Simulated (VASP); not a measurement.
Computed with PBEsol GGA, VASP's PBE PAW potentials (set 64) (plane waves; VASP 6.6.1).

Input for VASP

**INCAR**
```
# general
SYSTEM   =  SiO2
PREC     =  Accurate
ENCUT    =  620   # plane-wave cut-off (eV)
LREAL    =  .FALSE.   # projection in real space or not
LASPH    =  .TRUE.

# electronic loop
EDIFF    =  1E-6   # SCF stop (eV)
NELM     =  100
ALGO     =  Normal

# smearing
ISMEAR   =  0   # Gaussian
SIGMA    =  0.05   # width (eV)

# functional
GGA      =  PS   # PBEsol

# ions
IBRION   =  2   # conjugate gradients
NSW      =  40   # most ionic steps
ISIF     =  3   # ions, shape and volume
EDIFFG   =  -0.02   # ionic stop
PSTRESS  =  200   # kbar

# output
LWAVE    =  .FALSE.
LCHARG   =  .FALSE.
```

### KPOINTS
```
Automatic mesh
0
Gamma
6 6 8
0 0 0
```

POSCAR:
```
SiO2
1
    4.1408167064     0.0000000000     0.0000000000
    0.0000000000     4.1408167064     0.0000000000
    0.0000000000     0.0000000000     2.6626319774
Si O
2 4
Direct
  0.0000000000   0.0000000000   0.0000000000
  0.5000000000   0.5000000000   0.5000000000
  0.3046357161   0.3046357161   0.0000000000
  0.8046357161   0.1953642839   0.5000000000
  0.1953642839   0.8046357161   0.5000000000
  0.6953642839   0.6953642839   0.0000000000
```

POTCAR, in this order: Si O (PBE.64 set). Program: vasp_std.

Output of the run:

OSZICAR:
```
       N       E                     dE             d eps       ncg     rms          rms(c)
DAV:   1     0.184827488191E+03    0.18483E+03   -0.20382E+04  2008   0.179E+03
DAV:   2    -0.454357256968E+02   -0.23026E+03   -0.22180E+03  2684   0.347E+02
DAV:   3    -0.531475878034E+02   -0.77119E+01   -0.76859E+01  2400   0.678E+01
DAV:   4    -0.532097278267E+02   -0.62140E-01   -0.62032E-01  2384   0.676E+00
DAV:   5    -0.532104126834E+02   -0.68486E-03   -0.68474E-03  2316   0.694E-01    0.175E+01
DAV:   6    -0.489947710717E+02    0.42156E+01   -0.16162E+01  2260   0.285E+01    0.832E+00
DAV:   7    -0.489598249827E+02    0.34946E-01   -0.51620E-01  2340   0.493E+00    0.308E+00
DAV:   8    -0.489509114859E+02    0.89135E-02   -0.18243E-02  2288   0.141E+00    0.100E+00
DAV:   9    -0.489510310335E+02   -0.11955E-03   -0.46719E-03  2356   0.721E-01    0.266E-01
DAV:  10    -0.489511238698E+02   -0.92836E-04   -0.24773E-04  2336   0.142E-01    0.315E-02
DAV:  11    -0.489511112052E+02    0.12665E-04   -0.59347E-05  2324   0.599E-02    0.572E-03
DAV:  12    -0.489511113034E+02   -0.98169E-07   -0.36793E-06  2004   0.153E-02
   1 F= -.43252060E+02 E0= -.43252060E+02  d E =-.432521E+02
       N       E                     dE             d eps       ncg     rms          rms(c)
DAV:   1    -0.491775853982E+02   -0.22647E+00   -0.17458E+01  2268   0.393E+01    0.688E+00
DAV:   2    -0.485334802121E+02    0.64411E+00   -0.22261E+00  2244   0.117E+01    0.161E+00
DAV:   3    -0.485073735266E+02    0.26107E-01   -0.13208E-01  2276   0.268E+00    0.604E-01
DAV:   4    -0.485016366238E+02    0.57369E-02   -0.78545E-03  2252   0.731E-01    0.192E-01
DAV:   5    -0.485011699454E+02    0.46668E-03   -0.91639E-04  2356   0.236E-01    0.762E-02
DAV:   6    -0.485011893927E+02   -0.19447E-04   -0.24219E-05  2244   0.426E-02    0.152E-02
DAV:   7    -0.485011898095E+02   -0.41680E-06   -0.15186E-05  2332   0.294E-02    0.381E-03
DAV:   8    -0.485011899406E+02   -0.13111E-06   -0.24047E-07  1260   0.429E-03
   2 F= -.43183802E+02 E0= -.43183802E+02  d E =0.682581E-01
       N       E                     dE             d eps       ncg     rms          rms(c)
DAV:   1    -0.491073856259E+02   -0.60620E+00   -0.66671E+00  2272   0.236E+01    0.423E+00
DAV:   2    -0.488542407785E+02    0.25314E+00   -0.91516E-01  2240   0.753E+00    0.924E-01
DAV:   3    -0.488453664026E+02    0.88744E-02   -0.43507E-02  2244   0.153E+00    0.454E-01
DAV:   4    -0.488431067176E+02    0.22597E-02   -0.22357E-03  2260   0.388E-01    0.168E-01
DAV:   5    -0.488427873813E+02    0.31934E-03   -0.44879E-04  2308   0.157E-01    0.403E-02
DAV:   6    -0.488427865732E+02    0.80809E-06   -0.14553E-05  2252   0.329E-02    0.110E-02
DAV:   7    -0.488427841881E+02    0.23851E-05   -0.59261E-06  2280   0.184E-02    0.278E-03
DAV:   8    -0.488427840251E+02    0.16301E-06   -0.82927E-08  1196   0.247E-03
   3 F= -.43289846E+02 E0= -.43289846E+02  d E =-.377862E-01
       N       E                     dE             d eps       ncg     rms          rms(c)
DAV:   1    -0.488399284200E+02    0.28558E-02   -0.97662E-04  2284   0.289E-01    0.513E-02
DAV:   2    -0.488398916078E+02    0.36812E-04   -0.13396E-04  2252   0.906E-02    0.112E-02
DAV:   3    -0.488398903567E+02    0.12512E-05   -0.64540E-06  2236   0.186E-02    0.500E-03
DAV:   4    -0.488398901494E+02    0.20728E-06   -0.33401E-07  1076   0.495E-03
   4 F= -.43289849E+02 E0= -.43289849E+02  d E =-.377889E-01
       N       E                     dE             d eps       ncg     rms          rms(c)
DAV:   1    -0.488303234148E+02    0.95669E-02   -0.12957E+00  2060   0.975E+00    0.403E-01
DAV:   2    -0.488313836773E+02   -0.10603E-02   -0.37032E-02  2364   0.156E+00    0.187E-01
DAV:   3    -0.488303820031E+02    0.10017E-02   -0.10267E-03  2316   0.328E-01    0.729E-02
DAV:   4    -0.488302546458E+02    0.12736E-03   -0.57632E-04  2320   0.208E-01    0.160E-02
DAV:   5    -0.488302567399E+02   -0.20941E-05   -0.57113E-05  2296   0.633E-02    0.938E-03
DAV:   6    -0.488302563147E+02    0.42517E-06   -0.20234E-06  1412   0.124E-02
   5 F= -.43291912E+02 E0= -.43291912E+02  d E =-.206367E-02
       N       E                     dE             d eps       ncg     rms          rms(c)
DAV:   1    -0.488332978040E+02   -0.30411E-02   -0.74516E-02  2052   0.234E+00    0.967E-02
DAV:   2    -0.488333603002E+02   -0.62496E-04   -0.21156E-03  2372   0.373E-01    0.448E-02
DAV:   3    -0.488333036086E+02    0.56692E-04   -0.59993E-05  2316   0.787E-02    0.175E-02
DAV:   4    -0.488332965618E+02    0.70468E-05   -0.30986E-05  2320   0.482E-02    0.374E-03
DAV:   5    -0.488332964915E+02    0.70247E-07   -0.29036E-06  1776   0.142E-02
   6 F= -.43292141E+02 E0= -.43292141E+02  d E =-.229175E-02
       N       E                     dE             d eps       ncg     rms          rms(c)
DAV:   1    -0.488379237941E+02   -0.46272E-02   -0.20635E-02  2232   0.128E+00    0.120E-01
DAV:   2    -0.488377322553E+02    0.19154E-03   -0.39178E-04  2268   0.165E-01    0.570E-02
DAV:   3    -0.488376759455E+02    0.56310E-04   -0.79019E-05  2296   0.725E-02    0.170E-02
DAV:   4    -0.488376701929E+02    0.57525E-05   -0.17220E-05  2360   0.348E-02    0.418E-03
DAV:   5    -0.488376698811E+02    0.31179E-06   -0.16683E-06  1152   0.103E-02
   7 F= -.43292258E+02 E0= -.43292258E+02  d E =-.117566E-03
```

### OUTCAR
```
------------------------ aborting loop because EDIFF is reached ----------------------------------------
  FORCE on cell =-STRESS in cart. coord.  units (eV):
  Direction    XX          YY          ZZ          XY          YZ          ZX
  --------------------------------------------------------------------------------------
  Total        5.5034285      5.5034285      5.4723357     -0.0000000      0.0000000      0.0000000
  in kB      198.4858367    198.4858367    197.3644488     -0.0000000      0.0000000      0.0000000
  external PRESSURE =      -1.8879592 kB  Pullay stress =     200.0000000 kB
  volume of cell :       44.42
      direct lattice vectors                 reciprocal lattice vectors
     4.096226659 -0.000000000  0.000000000     0.244127116  0.000000000  0.000000000
    -0.000000000  4.096226659  0.000000000     0.000000000  0.244127116  0.000000000
     0.000000000  0.000000000  2.647563749     0.000000000  0.000000000  0.377705731
 POSITION                                       TOTAL-FORCE (eV/Angst)
 -----------------------------------------------------------------------------------
      0.00000     -0.00000      2.64756        -0.000000      0.000000     -0.000000
      2.04811      2.04811      1.32378        -0.000000      0.000000     -0.000000
      1.24462      1.24462      0.00000        -0.000018     -0.000018      0.000000
      3.29274      0.80349      1.32378        -0.000018      0.000018     -0.000000
      0.80349      3.29274      1.32378         0.000018     -0.000018     -0.000000
      2.85160      2.85160      2.64756         0.000018      0.000018     -0.000000
 -----------------------------------------------------------------------------------
    total drift:                                0.000000      0.000000     -0.000000
  FREE ENERGIE OF THE ION-ELECTRON SYSTEM (eV)
  ---------------------------------------------------
  free  energy   TOTEN  =       -48.8376698811 eV

  energy  without entropy=      -48.8376698811  energy(sigma->0) =      -48.83766988
  enthalpy is  TOTEN    =       -43.2922581276 eV   P V=        5.5454117535

 reached required accuracy - stopping structural energy minimisation
```
(Selected blocks of OUTCAR.)

CONTCAR:
```
SiO2
   1.00000000000000
     4.0962266585382903   -0.0000000000000000    0.0000000000000000
    -0.0000000000000000    4.0962266585382903    0.0000000000000000
     0.0000000000000000    0.0000000000000000    2.6475637488157298
  Si              O
     2     4
Direct
     0.0000000000000000    0.0000000000000000    1.0000000000000000
     0.5000000000000000    0.5000000000000000    0.5000000000000000
     0.3038459520002686    0.3038459520002686    0.0000000000000000
     0.8038459520002688    0.1961540479997314    0.5000000000000000
     0.1961540479997314    0.8038459520002688    0.5000000000000000
     0.6961540479997312    0.6961540479997312    1.0000000000000000
```

Energy and stress use the plane-wave basis of the starting cell.

The compound is SiO2 in the rutile structure, stishovite, a high-pressure form. This run relaxes it under an external pressure of 20 GPa. Symmetry was kept, so distortions that lower it aren't found.
